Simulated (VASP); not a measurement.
Ga11FeAs12 (a cell with a defect), 24 atoms in the cell. The cell holds a defect, 24 atoms: a = 11.993 Å, b = 7.996 Å, c = 7.996 Å, α = 60.00°, β = 60.00°, γ = 60.00°. 

| Item | Value |
| --- | --- |
| Program | VASP 6.6.1 |
| Task | single point |
| Functional | PBEsol |
| Potentials or basis | VASP PAW PBE potentials, release 64 (Fe, Ga_d, As) |
| Cutoff | 350 eV |
| k mesh | 2 × 2 × 2 |
| Occupations | gaussian, width 0.03 eV |
| Spin | collinear spin, ferromagnetic start |
| Starting moments | [1.0, 0.0, 0.0, 0.0, 0.0, 0.0, 0.0, 0.0, 0.0, 0.0, 0.0, 0.0, 0.0, 0.0, 0.0, 0.0, 0.0, 0.0, 0.0, 0.0, 0.0, 0.0, 0.0, 0.0] μB |
| Fixed moment | 1 μB |
| Dq | 0 |
| Further INCAR settings | LREAL = Auto; ALGO = Normal; EDIFF = 1e-05; ISYM = 0 |

Potentials or basis: VASP PAW PBE potentials, release 64 (Fe, Ga_d, As).

Launch:

```sh
$ cat potpaw_PBE.64/Fe/POTCAR potpaw_PBE.64/Ga_d/POTCAR potpaw_PBE.64/As/POTCAR > POTCAR
$ mpirun -np 4 vasp_std > vasp.out
```

Hardware: 4 MPI ranks on AMD EPYC 9R45 96-Core Processor (Zen 5) (shared host).

Problem. Estimate the wall time of this run.

Solution. Wall time 4.9 min on 4 MPI ranks on AMD EPYC 9R45 96-Core Processor (Zen 5), with other jobs on the host, peak memory 0.52 GiB a rank. Counts: scf iterations 20, k points 8.
